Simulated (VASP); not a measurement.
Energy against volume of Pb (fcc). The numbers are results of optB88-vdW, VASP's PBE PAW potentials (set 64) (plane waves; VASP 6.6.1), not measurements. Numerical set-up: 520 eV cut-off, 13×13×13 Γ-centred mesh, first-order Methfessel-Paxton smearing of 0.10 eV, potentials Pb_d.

```json
[
 {"V (Å³/atom)": "30.500", "E (eV/atom)": "-0.33894"},
 {"V (Å³/atom)": "31.444", "E (eV/atom)": "-0.34446"},
 {"V (Å³/atom)": "32.387", "E (eV/atom)": "-0.34276"},
 {"V (Å³/atom)": "33.330", "E (eV/atom)": "-0.33518"}
]
```

**Question.** Fit these four points and predict the energy of the run at 29.557 Å³/atom.

**Answer.** A cubic in V^(−2/3), the third-order Birch-Murnaghan form, passes through the four points with V0 = 31.67 Å³/atom and B0 = 39 GPa, and gives -0.3246 eV/atom there. The run gave -0.3244 eV/atom, +0.2 meV/atom from the fit; all five points give B0 = 39 GPa.

The compound is Pb in the fcc structure. It was relaxed first.
